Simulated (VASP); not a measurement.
# MgS (Niningerite) with r2SCAN: from relaxation to properties, part 4 of 4

Wanted: the relaxed cell of MgS (Niningerite) and its properties. The start is a cell from a database of measured crystal structures.

VASP 6.6.1; r2SCAN; plane waves and PAW (Mg, S).

So far. Step 11 (Volume scan with r2SCAN (run 5)): The pressure falls from 0.01 to -1.53 GPa. Step 11 (Volume scan with r2SCAN (run 5)): The run ends at a pressure of -1.53 GPa.

### 12. Volume scan with r2SCAN (run 6) (continued)

Parts of OUTCAR (step 12):

```text
  Total       -0.6646456     -0.6646456     -0.6646456     -0.0000000      0.0000000      0.0000000
  in kB      -29.2399569    -29.2399569    -29.2399569     -0.0000000      0.0000000      0.0000000
  external PRESSURE =     -29.2399569 kB  Pullay stress =       0.0000000 kB

 POSITION                                       TOTAL-FORCE (eV/Angst)
 -----------------------------------------------------------------------------------
      0.00000      0.00000      0.00000         0.000000      0.000000      0.000000
      2.63086      2.63086      2.63086        -0.000000     -0.000000     -0.000000
 -----------------------------------------------------------------------------------
    total drift:                               -0.000000     -0.000000      0.000000

  FREE ENERGIE OF THE ION-ELECTRON SYSTEM (eV)
  ---------------------------------------------------
  free  energy   TOTEN  =       -15.4948419257 eV

  energy  without entropy=      -15.4948419257  energy(sigma->0) =      -15.49484193

[... 1 part as in an earlier step ...]

[... 2 further parts left out ...]
[key lines of the parts left out:]
E-fermi :   3.4732
```

The pressure falls from -1.53 to -2.92 GPa.

The run ends at a pressure of -2.92 GPa.

### 13. Volume scan with r2SCAN (run 7)

A prediction first. A parabola through the 6 pressures of evenly scaled cells so far, P = 0.01 -81.3 t +171 t² GPa with t = ln(V/V₁) and V₁ the volume at scale 1, gives -4.15 GPa at t = +0.0583.

INCAR reads:

```
SYSTEM = MgS
PREC = Accurate
ENCUT = 400
EDIFF = 1E-06
NELM = 100
ISMEAR = 0
SIGMA = 0.05
LREAL = .FALSE.
ALGO = Normal
METAGGA = R2SCAN
LASPH = .TRUE.
NBANDS = 10
LORBIT = 11
LWAVE = .FALSE.
LCHARG = .FALSE.
KPAR = 2
ISIF = 2
```

POSCAR reads:

```
MgS
1.0
    0.0000000000      2.6476190885      2.6476190885
    2.6476190885      0.0000000000      2.6476190885
    2.6476190885      2.6476190885      0.0000000000
Mg S
1 1
Direct
    0.0000000000      0.0000000000      0.0000000000
    0.5000000000      0.5000000000      0.5000000000
```

KPOINTS reads:

```
Automatic mesh
0
Gamma
6 6 6
0 0 0
```

Potentials, in the order of the species: Mg and S (PBE family, release 64).

The run is started by

```bash
$ mpirun -np 2 vasp_std
```

The program printed:

```text
[... set-up lines as in an earlier step ...]
 entering main loop
       N       E                     dE             d eps       ncg     rms          rms(c)
DAV:   1     0.118461146063E+02    0.11846E+02   -0.34072E+03   328   0.552E+02
DAV:   2    -0.159610153123E+02   -0.27807E+02   -0.26891E+02   426   0.975E+01
DAV:   3    -0.171150804550E+02   -0.11541E+01   -0.11526E+01   388   0.222E+01
DAV:   4    -0.171218113865E+02   -0.67309E-02   -0.67306E-02   374   0.205E+00
[...]
DAV:  11    -0.154793615643E+02   -0.23036E-05   -0.14740E-06   394   0.911E-03    0.562E-03
DAV:  12    -0.154793605574E+02    0.10069E-05   -0.64512E-08   186   0.163E-03    0.232E-03
DAV:  13    -0.154793605059E+02    0.51568E-07   -0.10564E-08   180   0.832E-04
   1 F= -.15479361E+02 E0= -.15479361E+02  d E =-.823294E-14
```

Wall time 10 s (2 MPI ranks of AMD EPYC 7R43, shared host); peak memory 0.21 GiB; 19 s of CPU time.

OUTCAR, selected parts (step 13):

```text
  Total       -0.9685955     -0.9685955     -0.9685955      0.0000000     -0.0000000     -0.0000000
  in kB      -41.8077218    -41.8077218    -41.8077218      0.0000000     -0.0000000     -0.0000000
  external PRESSURE =     -41.8077218 kB  Pullay stress =       0.0000000 kB

 POSITION                                       TOTAL-FORCE (eV/Angst)
 -----------------------------------------------------------------------------------
      0.00000      0.00000      0.00000        -0.000000     -0.000000     -0.000000
      2.64762      2.64762      2.64762         0.000000      0.000000      0.000000
 -----------------------------------------------------------------------------------
    total drift:                               -0.000000     -0.000000      0.000000

  FREE ENERGIE OF THE ION-ELECTRON SYSTEM (eV)
  ---------------------------------------------------
  free  energy   TOTEN  =       -15.4793605059 eV

  energy  without entropy=      -15.4793605059  energy(sigma->0) =      -15.47936051

[... 1 part as in an earlier step ...]

[... 2 further parts left out ...]
[key lines of the parts left out:]
E-fermi :   3.2892
```

The pressure falls from -2.92 to -4.18 GPa. The parabola predicted -4.15 GPa, +0.03 GPa off.

### 14. The series together

Times are for 2 MPI ranks of AMD EPYC 7R43, shared host. The series side by side:

```tsv
no.	volume scale	energy above the lowest point (meV/atom)	pressure (GPa)	gap on the k-mesh (eV)	time	memory (GiB)
1	0.94	17.88	5.700	3.575	12 s	0.2
2	0.96	7.71	3.607	3.531	11 s	0.21
3	0.98	1.89	1.718	3.488	11 s	0.19
4	1	0	0.01265	3.445	11 s	0.19
5	1.02	1.64	-1.531	3.402	11 s	0.2
6	1.04	6.5	-2.924	3.359	9.8 s	0.19
7	1.06	14.24	-4.181	3.316	10 s	0.21
```

### 15. Fit for r2SCAN

This step: Birch-Murnaghan fit, r2SCAN; plane waves and PAW (VASP 6.6.1).

No new run; the numbers come from the runs before.

Numbers from this step:

| Property | Result |
| --- | --- |
| pressure derivative of the bulk modulus | 4.089 |
| r.m.s. error of the fit | 1.27e-6 eV/atom |
| minimum inside the sampled range | yes |
| bulk modulus | 80.87 GPa |
| equilibrium volume of the fit | 17.52 Å³/atom |

Energy above the fitted minimum against volume:

```tsv
volume (Å³/atom)	energy above the fitted minimum (eV/atom)
16.458	0.0179
16.809	0.00772
17.159	0.00190
17.509	2.7e-6
17.859	0.00165
18.209	0.00650
18.559	0.0142
```

The fitted volume lies +0.04 % from the relaxed one.

### 16. Outcome

```
relaxed volume                                             : 17.51 Å³/atom
relaxed conventional cell a, b, c                          : 5.193, 5.193, 5.193 Å
space group after relaxing, within 0.02 Å                  : Fm-3m (No. 225)
band gap                                                   : 3.44 eV, indirect (least direct gap of that run 4.66 eV)
gap among the points of the DOS mesh alone, an upper bound : 3.58 eV
strongest peak of ε2, mean over directions                 : 6.62 eV
ε1 at zero frequency, no local fields, mean                : 5.17
bulk modulus from the fit                                  : 80.9 GPa
volume from the fit                                        : 17.5 Å³/atom
```

**Reading.** With r2SCAN, MgS (Niningerite) relaxes to 17.51 Å³/atom in space group Fm-3m (held by the symmetry of the run), has an indirect gap of 3.44 eV and has a bulk modulus of 80.9 GPa. Against the listed cell the volume lies -0.6 %. Band structure (r2SCAN): On this path the gap is indirect, 3.44 eV, with the valence top at Γ and the conduction bottom at X. The least direct gap is 4.66 eV. Semilocal functionals usually underestimate gaps. No search among competing phases was made, and a listed structure need not be the one stable at ambient conditions. All values are for a static lattice at zero temperature.

[Lines on the potential files, build, host, timing and source positions are cut from VASP's logs without a mark.]

[Logs are printed without paths, hosts, clocks, repeated set-up lines and the standing remarks that a program may print on its own settings, such as how far it seeks lower states.]

[Hosts, paths, dates, database ids (printed as entryN), source tags and the programs' standing remarks are cut or masked in the printed files.]

[A measured line is paired with the nearest computed mode of its activity, which favours agreement.]
